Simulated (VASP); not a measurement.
# CuRe3 (Pm-3m) in VASP: further runs

The runs below take CuRe3 through single point, relaxation of cell and atoms, with PBE.

Program: VASP 6.6.1. These are calculated values, not measurements. Logs are shortened: lines on timing, memory, paths and dates and some standing lists are left out, and cuts for length are marked.

### 1 The cell of the first run

The structure is cubic, space group Pm-3m (No. 221). The conventional cell has a = 3.843 Å, b = 3.843 Å, c = 3.843 Å, α = 90.00°, β = 90.00°, γ = 90.00°. Cu (site symmetry m-3m) has 12 Re at 2.72 Å as nearest neighbours. Around Re (site symmetry 4/mmm) lie 4 Cu at 2.72 Å and 8 Re at 2.72 Å.

The cell was built by a generator and needn't be a form met in nature.

### 2 Single point, PBE (species swapped into the TaCo3 type (Pm-3m, No. 221))

Input file INCAR:

```
SYSTEM = CuRe3
PREC = Accurate ; ENCUT = 520
EDIFF = 1E-6 ; ISMEAR = 0
SIGMA = 0.1 ; LREAL = .FALSE.
LASPH = .TRUE. ; NELM = 100
ALGO = Fast ; ISIF = 2
LWAVE = .FALSE. ; LCHARG = .TRUE.
GGA = PE ; LELF = .TRUE.
LVHAR = .TRUE. ; NBANDS = 24
```

Input file KPOINTS:

```
Automatic mesh
0
G
  12 12 12
  0 0 0
```

Input file POSCAR:

```
CuRe3
1.0
    3.8430694376      0.0000000000      0.0000000000
    0.0000000000      3.8430694376      0.0000000000
    0.0000000000      0.0000000000      3.8430694376
Cu Re
1 3
Direct
    0.0000000000      0.0000000000      0.0000000000
    0.0000000000      0.5000000000      0.5000000000
    0.5000000000      0.0000000000      0.5000000000
    0.5000000000      0.5000000000      0.0000000000
```

Potentials or basis: VASP PAW PBE potentials, release 64 (Cu, Re).

Command:

```
cat potpaw_PBE.64/Cu/POTCAR potpaw_PBE.64/Re/POTCAR > POTCAR
mpirun -np 1 vasp_std > vasp.out
```

OUTCAR:

```text
SYSTEM = CuRe3
   PREC = Accurate
   ENCUT = 520
   EDIFF = 1E-6
   ISMEAR = 0
   LREAL = .FALSE.
   LASPH = .TRUE.
   NELM = 100
   ISIF = 2
   GGA = PE

 ion  position               nearest neighbor table
   1  0.000  0.000  0.000-   2 2.72   3 2.72   4 2.72   2 2.72   3 2.72   2 2.72   4 2.72   2 2.72
                             3 2.72   4 2.72   3 2.72   4 2.72
   2  0.000  0.500  0.500-   1 2.72   3 2.72   4 2.72   1 2.72   4 2.72   1 2.72   3 2.72   1 2.72
                             3 2.72   4 2.72   4 2.72   3 2.72
   3  0.500  0.000  0.500-   1 2.72   2 2.72   4 2.72   1 2.72   4 2.72   2 2.72   4 2.72   4 2.72
                             1 2.72   2 2.72   1 2.72   2 2.72
   4  0.500  0.500  0.000-   1 2.72   2 2.72   3 2.72   2 2.72   3 2.72   1 2.72   3 2.72   3 2.72
                             1 2.72   2 2.72   2 2.72   1 2.72

  LATTYP: Found a simple cubic cell.
 ALAT       =     3.8430694376

  Lattice vectors:

 A1 = (   3.8430694376,   0.0000000000,   0.0000000000)
 A2 = (   0.0000000000,   3.8430694376,   0.0000000000)
 A3 = (   0.0000000000,   0.0000000000,   3.8430694376)

Analysis of symmetry for initial positions (statically):
=====================================================================
 Subroutine PRICEL returns:
 Original cell was already a primitive cell.

 Routine SETGRP: Setting up the symmetry group for a
 simple cubic supercell.

 Subroutine GETGRP returns: Found 48 space group operations
 (whereof 48 operations were pure point group operations)
 out of a pool of 48 trial point group operations.

The static configuration has the point symmetry O_h .

Analysis of symmetry for dynamics (positions and initial velocities):
=====================================================================
 Subroutine PRICEL returns:
 Original cell was already a primitive cell.

 Routine SETGRP: Setting up the symmetry group for a
 simple cubic supercell.

 Subroutine GETGRP returns: Found 48 space group operations
 (whereof 48 operations were pure point group operations)
 out of a pool of 48 trial point group operations.

The dynamic configuration has the point symmetry O_h .

 Subroutine INISYM returns: Found 48 space group operations
 (whereof 48 operations are pure point group operations),
 and found     1 'primitive' translations

----------------------------------------------------------------------------------------

                                     Primitive cell

  volume of cell :      56.7590

  direct lattice vectors                    reciprocal lattice vectors
     3.843069438  0.000000000  0.000000000     0.260208673  0.000000000  0.000000000
     0.000000000  3.843069438  0.000000000     0.000000000  0.260208673  0.000000000
     0.000000000  0.000000000  3.843069438     0.000000000  0.000000000  0.260208673

  length of vectors
     3.843069438  3.843069438  3.843069438     0.260208673  0.260208673  0.260208673

  position of ions in fractional coordinates (direct lattice)
     0.000000000  0.000000000  0.000000000
     0.000000000  0.500000000  0.500000000
     0.500000000  0.000000000  0.500000000
     0.500000000  0.500000000  0.000000000

  ion indices of the primitive-cell ions
   primitive index   ion index
                 1           1
                 2           2
                 3           3
                 4           4

----------------------------------------------------------------------------------------

 KPOINTS: Automatic mesh

Automatic generation of k-mesh.
 Grid dimensions read from file:
 generate k-points for:   12   12   12

 Generating k-lattice:

  Cartesian coordinates                     Fractional coordinates (reciprocal lattice)
     0.021684056  0.000000000  0.000000000     0.083333333  0.000000000  0.000000000
     0.000000000  0.021684056  0.000000000     0.000000000  0.083333333  0.000000000
     0.000000000  0.000000000  0.021684056     0.000000000  0.000000000  0.083333333

  Length of vectors
     0.021684056  0.021684056  0.021684056

  Shift w.r.t. Gamma in fractional coordinates (k-lattice)
     0.000000000  0.000000000  0.000000000

 Subroutine IBZKPT returns following result:
 ===========================================

 Found     84 irreducible k-points:

 Following reciprocal coordinates:
            Coordinates               Weight
  0.000000  0.000000  0.000000      1.000000
  0.083333  0.000000  0.000000      6.000000
  0.166667  0.000000  0.000000      6.000000
  0.250000  0.000000  0.000000      6.000000
  0.333333  0.000000  0.000000      6.000000
  0.416667  0.000000  0.000000      6.000000
[... 16 lines left out ...]
  0.333333  0.333333  0.000000     12.000000
  0.416667  0.333333  0.000000     24.000000
 [... further k-points ...]
   k-points           NKPTS =     84   k-points in BZ     NKDIM =     84   number of bands    NBANDS=     24
   number of dos      NEDOS =    301   number of ions     NIONS =      4
   total plane-waves  NPLWV =  27000
   dimension x,y,z NGX =    30 NGY =   30 NGZ =   30
   dimension x,y,z NGXF=    60 NGYF=   60 NGZF=   60
   ions per type =               1   3
   NGX,Y,Z   is equivalent  to a cutoff of  12.98, 12.98, 12.98 a.u.
   NGXF,Y,Z  is equivalent  to a cutoff of  25.96, 25.96, 25.96 a.u.
 SYSTEM =  CuRe3
   PREC   = accura    normal or accurate (medium, high low for compatibility)
   ISTART =      0    job   : 0-new  1-cont  2-samecut
   ICHARG =      2    charge: 1-file 2-atom 10-const
   ISPIN  =      1    spin polarized calculation?
   LNONCOLLINEAR =      F non collinear calculations
   LSORBIT =      F    spin-orbit coupling
   LASPH  =      T    aspherical Exc in radial PAW
   ENCUT  =  520.0 eV  38.22 Ry    6.18 a.u.   7.15  7.15  7.15*2*pi/ulx,y,z
   NELM   =    100;   NELMIN=  2; NELMDL= -5     # of ELM steps
   EDIFF  = 0.1E-05   stopping-criterion for ELM
   LREAL  =      F    real-space projection
   EDIFFG = 0.1E-04   stopping-criterion for IOM
   NSW    =      0    number of steps for IOM
   IBRION =     -1    ionic relax: 0-MD 1-quasi-New 2-CG
   NFREE  =      0    steps in history (QN), initial steepest desc. (CG)
   ISIF   =      2    stress and relaxation
   ISYM   =      2    0-nonsym 1-usesym 2-fastsym
   POTIM  = 0.5000    time-step for ionic-motion
   TEBEG  =    0.0;   TEEND  =   0.0 temperature during run
   PSTRESS=    0.0 pullay stress
   NELECT =      32.0000    total number of electrons
   NUPDOWN=      -1.0000    fix difference up-down
   EMIN   =  10.00;   EMAX   =-10.00  energy-range for DOS
   EFERMI =   0.00;   METHOD = LEGACY
   ISMEAR =     0;   SIGMA  =   0.10  broadening in eV -4-tet -1-fermi 0-gaus
   EFERMI_NEDOS =   21; number of points for ismear=-14 and -15
   IALGO  =     68    algorithm
   IMIX   =      4    mixing-type and parameters
     AMIX     =   0.40;   BMIX     =  1.00
     AMIX_MAG =   1.60;   BMIX_MAG =  1.00
  volume/ion in A,a.u.               =      14.19        95.76
  Fermi-wavevector in a.u.,A,eV,Ry     =   1.352425  2.555713 24.885790  1.829054
  Thomas-Fermi vector in A             =   2.479765
   LORBIT       =      0    0 simple, 1 ext, 2 COOP (PROOUT), +10 PAW based schemes
   GGA     = PE    functional components
   LHFCALC =     F    Hartree Fock is set to
   AEXX    =    0.0000 exact exchange contribution
   IVDW    =     0    specifies the selected vdW correction
   LEPSILON=     F    determine dielectric tensor
   LRPA    =     F    only Hartree local field effects (RPA)
 non-spin polarized calculation
 RMM-DIIS sequential band-by-band and
 Gauss-broadening in eV      SIGMA  =   0.10
  energy-cutoff  :      520.00
  volume of cell :       56.76
 maximum number of plane-waves:      1568
 NGX is ok and might be reduce to    30
   NGX = 15   NGY = 15   NGZ = 15

 number of electron      31.9999969 magnetization

 Free energy of the ion-electron system (eV)
  ---------------------------------------------------
  ext. energy  EPLUGINS =         0.00000000
  ---------------------------------------------------
  free energy    TOTEN  =       -39.85862693 eV

  energy without entropy =      -39.83940656  energy(sigma->0) =      -39.84901674

 E-fermi :   8.3212     XC(G=0): -13.4535

 val. band max:        8.3191793184   @ k =   0.5000   0.0000   0.0000
 cond. band min:       8.3213917748   @ k =   0.4167   0.3333   0.0833
 fundamental gap:      0.0022124565
 Fermi energy:         8.3212491445

 k-point     1 :       0.0000    0.0000    0.0000
  band No.  band energies     occupation
      1      -2.0260      2.00000
      2       0.9122      2.00000
      3       1.9212      2.00000
      4       1.9212      2.00000
      5       2.3509      2.00000
      6       2.3509      2.00000
[... 16 lines left out ...]
     23      12.7963      0.00000
     24      12.7963      0.00000

 k-point     2 :       0.0833    0.0000    0.0000
  band No.  band energies     occupation
      1      -1.9239      2.00000
      2       0.9898      2.00000
      3       1.9500      2.00000
      4       1.9986      2.00000
      5       2.3915      2.00000
      6       2.4113      2.00000
[... 16 lines left out ...]
     23      12.8672      0.00000
     24      12.8673      0.00000

 k-point     3 :       0.1667    0.0000    0.0000
  band No.  band energies     occupation
      1      -1.6231      2.00000
      2       1.2110      2.00000
      3       2.0265      2.00000
      4       2.2190      2.00000
      5       2.5114      2.00000
      6       2.5894      2.00000
[... 16 lines left out ...]
     23      13.2886      0.00000
     24      13.2890      0.00000

 k-point     4 :       0.2500    0.0000    0.0000
  band No.  band energies     occupation
      1      -1.1420      2.00000
      2       1.5251      2.00000
      3       2.1270      2.00000
      4       2.5448      2.00000
      5       2.7048      2.00000
      6       2.8767      2.00000
[... 16 lines left out ...]
     23      14.1158      0.00000
     24      14.1646      0.00000

 k-point     5 :       0.3333    0.0000    0.0000
  band No.  band energies     occupation
      1      -0.5163      2.00000
      2       1.7401      2.00000
      3       2.2896      2.00000
      4       2.9039      2.00000
      5       2.9616      2.00000
      6       3.2570      2.00000
[... 16 lines left out ...]
     23      15.1412      0.00000
     24      15.4260      0.00000

 k-point     6 :       0.4167    0.0000    0.0000
  band No.  band energies     occupation
      1       0.1848      2.00000
      2       1.5610      2.00000
      3       2.5787      2.00000
      4       3.1910      2.00000
      5       3.2668      2.00000
      6       3.6991      2.00000
[... 16 lines left out ...]
     23      15.2972      0.00000
     24      16.2242      0.00000
[... 379 lines left out ...]
 k-point    21 :       0.4167    0.2500    0.0000
  band No.  band energies     occupation
      1       0.8775      2.00000
      2       2.1661      2.00000
      3       3.0842      2.00000
      4       3.4219      2.00000
      5       3.5550      2.00000
      6       3.7560      2.00000
[... 16 lines left out ...]
     23      13.9988      0.00000
     24      14.4088      0.00000

 k-point    22 :       0.5000    0.2500    0.0000
  band No.  band energies     occupation
      1       1.4463      2.00000
      2       1.7069      2.00000
      3       3.4002      2.00000
      4       3.6065      2.00000
      5       3.7037      2.00000
      6       3.7541      2.00000
[... 16 lines left out ...]
     23      14.1466      0.00000
     24      14.2394      0.00000

 k-point    23 :       0.3333    0.3333    0.0000
  band No.  band energies     occupation
      1       0.7414      2.00000
      2       2.7732      2.00000
      3       2.8821      2.00000
      4       3.1988      2.00000
      5       3.5540      2.00000
      6       3.6309      2.00000
[... 16 lines left out ...]
     23      13.7218      0.00000
     24      14.2044      0.00000

 k-point    24 :       0.4167    0.3333    0.0000
  band No.  band energies     occupation
      1       1.3467      2.00000
      2       2.5521      2.00000
      3       3.1800      2.00000
      4       3.4524      2.00000
      5       3.7285      2.00000
      6       3.8545      2.00000
[... 16 lines left out ...]
     23      13.7632      0.00000
     24      13.9437      0.00000

 [... further k-points ...]

------------------------ aborting loop because EDIFF is reached ----------------------------------------

  FORCE on cell =-STRESS in cart. coord.  units (eV):
  Direction    XX          YY          ZZ          XY          YZ          ZX
  --------------------------------------------------------------------------------------
  -------------------------------------------------------------------------------------
  Total       -0.0172515     -0.0172515     -0.0172515     -0.0000000      0.0000000     -0.0000000
  in kB       -0.4869714     -0.4869714     -0.4869714     -0.0000000      0.0000000     -0.0000000
  external PRESSURE =      -0.4869714 kB  Pullay stress =       0.0000000 kB

 VOLUME and BASIS-vectors are now :
 -----------------------------------------------------------------------------
  energy-cutoff  :      520.00
  volume of cell :       56.76
      direct lattice vectors                 reciprocal lattice vectors
     3.843069438  0.000000000  0.000000000     0.260208673  0.000000000  0.000000000
     0.000000000  3.843069438  0.000000000     0.000000000  0.260208673  0.000000000
     0.000000000  0.000000000  3.843069438     0.000000000  0.000000000  0.260208673

 POSITION                                       TOTAL-FORCE (eV/Angst)
 -----------------------------------------------------------------------------------
      0.00000      0.00000      0.00000         0.000000      0.000000      0.000000
      0.00000      1.92153      1.92153         0.000000      0.000000      0.000000
      1.92153      0.00000      1.92153         0.000000      0.000000      0.000000
      1.92153      1.92153      0.00000         0.000000      0.000000      0.000000
 -----------------------------------------------------------------------------------
    total drift:                                0.000000      0.000000     -0.000000

  FREE ENERGIE OF THE ION-ELECTRON SYSTEM (eV)
  ---------------------------------------------------
  free  energy   TOTEN  =       -39.8586269326 eV

  energy  without entropy=      -39.8394065562  energy(sigma->0) =      -39.84901674
```

Run time: 4 min. Hardware: 1 thread of Intel Xeon Platinum 8259CL at 2.50GHz (Skylake/Cascade Lake), shared host; peak memory 0.24 GiB.

Results:

| Item | Value |
| --- | --- |
| Free energy | -39.8586 eV |
| Pressure | 0.0 GPa |
| Band gap on the k mesh | none (metal or under the smearing width) |

Levels at points of the mesh, in eV from the Fermi level:
| k point | band 13 | band 14 | band 15 | band 16 | band 17 | band 18 | band 19 | band 20 |
| --- | --- | --- | --- | --- | --- | --- | --- | --- |
| (0.00, 0.00, 0.00) | 0.59 | 0.59 | 0.59 | 1.76 | 1.76 | 1.76 | 2.16 | 2.16 |
| (0.50, 0.00, 0.00) | -1.75 | -1.51 | -1.51 | -0.86 | 0.00 | 0.10 | 0.10 | 0.21 |
| (0.50, 0.50, 0.00) | -3.47 | -1.49 | -1.49 | -0.64 | -0.64 | -0.58 | 0.75 | 0.76 |
| (0.50, 0.50, 0.50) | -0.82 | -0.82 | -0.82 | 0.13 | 0.25 | 0.25 | 0.25 | 1.33 |

### 3 Relaxation of cell and atoms, PBE (species swapped into the TaCo3 type (Pm-3m, No. 221))

Input file INCAR:

```
SYSTEM = CuRe3
ALGO = Fast ; EDIFF = 1E-6
EDIFFG = -0.01 ; ENCUT = 600
GGA = PE ; IBRION = 2
ISIF = 3 ; ISMEAR = 0
LASPH = .TRUE. ; LCHARG = .FALSE.
LREAL = .FALSE. ; LWAVE = .FALSE.
NELM = 100 ; NSW = 100
PREC = Accurate ; SIGMA = 0.1
```

Input file KPOINTS:

```
k-points
0
G
  12 12 12
  0 0 0
```

Input file POSCAR:

```
CuRe3
1.0
    3.8405442317      0.0000000000      0.0000000000
    0.0000000000      3.8405442317      0.0000000000
    0.0000000000      0.0000000000      3.8405442317
Cu Re
1 3
Direct
    0.0000000000      0.0000000000      0.0000000000
    0.0000000000      0.5000000000      0.5000000000
    0.5000000000      0.0000000000      0.5000000000
    0.5000000000      0.5000000000      0.0000000000
```

Potentials or basis: VASP PAW PBE potentials, release 64 (Cu, Re).

Command:

```
cat potpaw_PBE.64/Cu/POTCAR potpaw_PBE.64/Re/POTCAR > POTCAR
mpirun -np 1 vasp_std > vasp.out
```

Run time: 8.9 min. Hardware: 1 thread of Intel Xeon Platinum 8259CL at 2.50GHz (Skylake/Cascade Lake), shared host; peak memory 0.27 GiB.

It converged, with:

```
Free energy                            : -39.8618 eV
Relaxed volume                         : 14.19 Å³/atom
Relaxed cell                           : a = 3.843 Å, b = 3.843 Å, c = 3.843 Å, α = 90.00°, β = 90.00°, γ = 90.00°
Space group after relaxing (to 0.05 Å) : Pm-3m (No. 221)
Energy gained by relaxing              : 0.1 meV/atom
Ionic steps                            : 3
Pressure after relaxing                : 0.1 GPa
Band gap on the k mesh                 : none (metal or under the smearing width)
```

The path:
| step | energy change (eV) | largest force (eV/Å) | pressure (GPa) | volume (Å³) |
| --- | --- | --- | --- | --- |
| 1 | 0.0000 | 0.0000 | 0.61 | 56.65 |
| 2 | 0.0017 | 0.0000 | -1.93 | 57.09 |
| 3 | -0.0002 | 0.0000 | 0.08 | 56.76 |

Final structure:
```cif
data_structure
_symmetry_space_group_name_H-M 'P 1'
_symmetry_Int_Tables_number 1
_cell_length_a 3.8431
_cell_length_b 3.8431
_cell_length_c 3.8431
_cell_angle_alpha 90.000
_cell_angle_beta 90.000
_cell_angle_gamma 90.000
_cell_volume 56.76
loop_
_atom_site_label
_atom_site_type_symbol
_atom_site_fract_x
_atom_site_fract_y
_atom_site_fract_z
_atom_site_occupancy
Cu1 Cu 0.00000 0.00000 0.00000 1
Re1 Re 0.00000 0.50000 0.50000 1
Re2 Re 0.50000 0.00000 0.50000 1
Re3 Re 0.50000 0.50000 0.00000 1
```

Levels at points of the mesh, in eV from the Fermi level:
```csv
k point,band 14,band 15,band 16,band 17,band 18,band 19
"(0.00, 0.00, 0.00)",0.59,0.59,1.76,1.76,1.76,2.16
"(0.50, 0.00, 0.00)",-1.51,-1.51,-0.86,0.00,0.10,0.10
"(0.50, 0.50, 0.00)",-1.49,-1.49,-0.64,-0.64,-0.58,0.75
"(0.50, 0.50, 0.50)",-0.82,-0.82,0.13,0.25,0.25,0.26
```

The run has no spin-orbit coupling, so splittings on Re are missing.

(Continued in part 2 of 3.)
